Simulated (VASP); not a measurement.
All values below come from vdW-DF-cx, VASP's PBE PAW potentials (set 64) (plane waves; VASP).

Input for VASP

**INCAR**
```
# general
SYSTEM  =BN
PREC    =Accurate
ENCUT   =520
LREAL   =.False.
LASPH   =.True.

# electronic loop
EDIFF   =1E-7
NELM    =100
ALGO    =Normal

# smearing
ISMEAR  =0
SIGMA   =0.05

# functional
GGA     =CX
LUSE_VDW=.True.
AGGAC   =0.0

# ions
IBRION  =2
NSW     =30
ISIF    =4
EDIFFG  =-0.01

# output
LWAVE   =.False.
LCHARG  =.False.
```

### POSCAR
```
BN
1.0
  1.2695414256  -2.1989106490   0.0000000000
  1.2695414256   2.1989106490   0.0000000000
  0.0000000000   0.0000000000   6.4722860097
B N
2 2
Cart
  1.2695414256   0.7329716823   1.6180715024
  1.2695414256  -0.7329716823   4.8542145073
  1.2695414256  -0.7329716823   1.6180715024
  1.2695414256   0.7329716823   4.8542145073
```

**KPOINTS**
```
Automatic mesh
0
Gamma
10 10 4
0 0 0
```

POTCAR, in this order: B N (PBE.64 set). Program: vasp_std.

Output

### OUTCAR
```
 ion  position               nearest neighbor table
   1  0.333  0.667  0.250-   3 1.47   3 1.47   3 1.47
   2  0.667  0.333  0.750-   4 1.47   4 1.47   4 1.47
   3  0.667  0.333  0.250-   1 1.47   1 1.47   1 1.47
   4  0.333  0.667  0.750-   2 1.47   2 1.47   2 1.47
  LATTYP: Found a hexagonal cell.
 ALAT       =     2.5390831955
 C/A-ratio  =     2.5490641745
 Subroutine PRICEL returns:
 Original cell was already a primitive cell.
 Subroutine GETGRP returns: Found 24 space group operations
The static configuration has the point symmetry D_3d.
 The point group associated with its full space group is D_6h.
The dynamic configuration has the point symmetry D_3d.
 Subroutine INISYM returns: Found 24 space group operations
 Subroutine IBZKPT returns following result:
 Found     42 irreducible k-points:

 Following reciprocal coordinates:
            Coordinates               Weight
  0.000000  0.000000  0.000000      1.000000
  0.100000  0.000000  0.000000      6.000000
  0.200000  0.000000  0.000000      6.000000
  0.300000  0.000000  0.000000      6.000000
  0.400000  0.000000  0.000000      6.000000
  0.500000  0.000000  0.000000      3.000000
  0.100000  0.100000  0.000000      6.000000
  0.200000  0.100000  0.000000     12.000000
  0.300000  0.100000  0.000000     12.000000
  0.400000  0.100000  0.000000     12.000000
  0.200000  0.200000  0.000000      6.000000
  0.300000  0.200000  0.000000     12.000000
  0.400000  0.200000  0.000000      6.000000
  0.300000  0.300000  0.000000      6.000000
  0.000000  0.000000  0.250000      2.000000
  0.100000  0.000000  0.250000     12.000000
  0.200000  0.000000  0.250000     12.000000
  0.300000  0.000000  0.250000     12.000000
  0.400000  0.000000  0.250000     12.000000
  0.500000  0.000000  0.250000      6.000000
...
```

File OSZICAR:
```
       N       E                     dE             d eps       ncg     rms          rms(c)
DAV:   1     0.640177642287E+02    0.64018E+02   -0.82772E+03  1008   0.122E+03
DAV:   2    -0.303222437334E+02   -0.94340E+02   -0.86845E+02  1512   0.259E+02
DAV:   3    -0.344573542267E+02   -0.41351E+01   -0.41029E+01  1264   0.566E+01
DAV:   4    -0.344997832734E+02   -0.42429E-01   -0.42393E-01  1224   0.620E+00
DAV:   5    -0.345004181589E+02   -0.63489E-03   -0.63483E-03  1248   0.750E-01    0.110E+01
DAV:   6    -0.316137550286E+02    0.28867E+01   -0.79531E+00  1136   0.228E+01    0.490E+00
DAV:   7    -0.314167296980E+02    0.19703E+00   -0.40831E-01  1264   0.559E+00    0.306E+00
DAV:   8    -0.313537904008E+02    0.62939E-01   -0.23655E-01  1204   0.371E+00    0.393E-01
DAV:   9    -0.313508691294E+02    0.29213E-02   -0.93171E-03  1220   0.877E-01    0.149E-01
DAV:  10    -0.313516147403E+02   -0.74561E-03   -0.13448E-03  1192   0.305E-01    0.363E-02
DAV:  11    -0.313516980727E+02   -0.83332E-04   -0.19549E-04  1268   0.123E-01    0.214E-02
DAV:  12    -0.313516951574E+02    0.29153E-05   -0.40339E-05  1164   0.565E-02    0.249E-03
DAV:  13    -0.313516955793E+02   -0.42188E-06   -0.11508E-06  1280   0.105E-02    0.941E-04
DAV:  14    -0.313516956809E+02   -0.10161E-06   -0.16853E-07  1124   0.324E-03    0.321E-04
DAV:  15    -0.313516956778E+02    0.31675E-08   -0.46521E-09   776   0.552E-04
   1 F= -.31351696E+02 E0= -.31351696E+02  d E =-.313517E+02
       N       E                     dE             d eps       ncg     rms          rms(c)
DAV:   1    -0.314300075263E+02   -0.78312E-01   -0.26856E+00  1008   0.147E+01    0.104E+00
DAV:   2    -0.313897623891E+02    0.40245E-01   -0.43444E-02  1208   0.185E+00    0.584E-01
DAV:   3    -0.313723131982E+02    0.17449E-01   -0.35625E-02  1236   0.142E+00    0.139E-01
DAV:   4    -0.313721092314E+02    0.20397E-03   -0.19518E-03  1208   0.413E-01    0.467E-02
DAV:   5    -0.313720800228E+02    0.29209E-04   -0.61744E-04  1224   0.208E-01    0.402E-02
DAV:   6    -0.313720673762E+02    0.12647E-04   -0.12553E-04  1204   0.999E-02    0.317E-03
DAV:   7    -0.313720691694E+02   -0.17931E-05   -0.45447E-06  1252   0.203E-02    0.366E-03
DAV:   8    -0.313720695428E+02   -0.37349E-06   -0.39233E-07  1200   0.520E-03    0.253E-03
DAV:   9    -0.313720694555E+02    0.87354E-07   -0.34901E-07  1160   0.483E-03
   2 F= -.31372069E+02 E0= -.31372069E+02  d E =-.203738E-01
```

File OUTCAR:
```
------------------------ aborting loop because EDIFF is reached ----------------------------------------
  FORCE on cell =-STRESS in cart. coord.  units (eV):
  Direction    XX          YY          ZZ          XY          YZ          ZX
  --------------------------------------------------------------------------------------
  Total       -0.2523967     -0.2523967     -0.2093978      0.0000000      0.0000000      0.0000000
  in kB      -11.1905654    -11.1905692     -9.2841154      0.0000000      0.0000000      0.0000000
  external PRESSURE =     -10.5550833 kB  Pullay stress =       0.0000000 kB
  volume of cell :       36.14
      direct lattice vectors                 reciprocal lattice vectors
     1.258279577 -2.179404529  0.000000000     0.397367969 -0.229420465 -0.000000000
     1.258279577  2.179404529 -0.000000000     0.397367969  0.229420465 -0.000000000
     0.000000000  0.000000000  6.588661000     0.000000000  0.000000000  0.151775907
  FREE ENERGIE OF THE ION-ELECTRON SYSTEM (eV)
  ---------------------------------------------------
  free  energy   TOTEN  =       -31.3720694555 eV

  energy  without entropy=      -31.3720694555  energy(sigma->0) =      -31.37206946

 reached required accuracy - stopping structural energy minimisation
```
(Selected blocks of OUTCAR.)

### CONTCAR
```
BN
   1.00000000000000
     1.2582795769934128   -2.1794045292538460    0.0000000000000000
     1.2582795769934128    2.1794045292538460   -0.0000000000000000
     0.0000000000000000    0.0000000000000000    6.5886610002694583
  B               N
     2     2
Direct
     0.3333330000000032    0.6666669999999968    0.2500000000000000
     0.6666669999999968    0.3333330000000032    0.7500000000000000
     0.6666669999999968    0.3333330000000032    0.2500000000000000
     0.3333330000000032    0.6666669999999968    0.7500000000000000
```

File OUTCAR:
```
 val. band max:        2.2630093757   @ k =   0.3000   0.3000   0.0000

 cond. band min:       6.4338546194   @ k =   0.5000   0.0000   0.0000


 Fermi energy:         2.5101319159

 k-point     1 :       0.0000    0.0000    0.0000
  band No.  band energies     occupation
      1     -15.4543      2.00000
      2     -15.1310      2.00000
      3      -4.0106      2.00000
      4      -1.7385      2.00000
      5       0.8801      2.00000
      6       0.8801      2.00000
      7       0.9220      2.00000
      8       0.9221      2.00000
      9       7.3687      0.00000
     10      12.5083      0.00000
     11      13.6836      0.00000
     12      13.6837      0.00000

 k-point     2 :       0.1000    0.0000    0.0000
  band No.  band energies     occupation
      1     -15.2603      2.00000
      2     -14.9442      2.00000
      3      -3.7443      2.00000
      4      -1.5014      2.00000
      5       0.1005      2.00000
      6       0.1379      2.00000
      7       0.5201      2.00000
      8       0.5684      2.00000
      9       7.7187      0.00000
     10      12.3534      0.00000
     11      13.4393      0.00000
     12      13.7165      0.00000

 k-point     3 :       0.2000    0.0000    0.0000
  band No.  band energies     occupation
      1     -14.6940      2.00000
      2     -14.4002      2.00000
      3      -2.9596      2.00000
      4      -1.7641      2.00000
      5      -1.7098      2.00000
      6      -0.8125      2.00000
      7      -0.2895      2.00000
      8      -0.2304      2.00000
      9       8.6029      0.00000
     10      11.6676      0.00000
     11      12.5453      0.00000
     12      12.9261      0.00000

 k-point     4 :       0.3000    0.0000    0.0000
  band No.  band energies     occupation
      1     -13.8185      2.00000
      2     -13.5661      2.00000
      3      -3.9393      2.00000
      4      -3.8555      2.00000
      5      -1.7155      2.00000
      6      -1.1137      2.00000
...
```

The compound is BN in the hex structure. This cell is one point of a volume scan, at 1.03 of the reference volume. Symmetry was kept, so distortions that lower it aren't found.
